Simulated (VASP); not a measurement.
Take TlCl (CsCl type), against free atoms with fixed spin and no zero-point term, in VASP with PAW potentials, and its cohesive energy.

Q: One run gives 3.35 eV/atom. Which level is it?
A) PBE
B) PBEsol
C) LDA

A: C, LDA.  The others give 2.71 (PBE), 2.99 (PBEsol).

Only levels that ran to the end are used. Left out are those held back, those with too coarse a band path, GW runs whose mesh misses a band edge, hybrids' fits of cells that aren't cubic and levels without matching references; a question may draw on a part of the rest.
